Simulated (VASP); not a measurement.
Data:

```
CuCl
1.0
    0.00000     2.67150     2.67150
    2.67150     0.00000     2.67150
    2.67150     2.67150     0.00000
Cu Cl
1 1
Direct
  0.00000   0.00000   0.00000
  0.25000   0.25000   0.25000
```

Computed with PBE GGA with D4 dispersion, VASP's PBE PAW potentials (set 64) (plane waves; VASP). Settings: 520 eV cut-off, 9×9×9 Γ-centred mesh, Gaussian smearing of 0.050 eV, potentials Cu Cl.

Question: The job: CuCl (zinc blende), 2 atoms, PBE-D4, static run, 520 eV, 9×9×9 Γ-centred mesh. Roughly how much core time does it take on a busy server core?

Answer: About 20 core-seconds (one run on a shared machine, a rough figure). It had 35 irreducible k-points, 13 bands, up to 1037 plane waves and 15 electronic steps.

The compound is CuCl in the zinc blende structure. It was relaxed first.
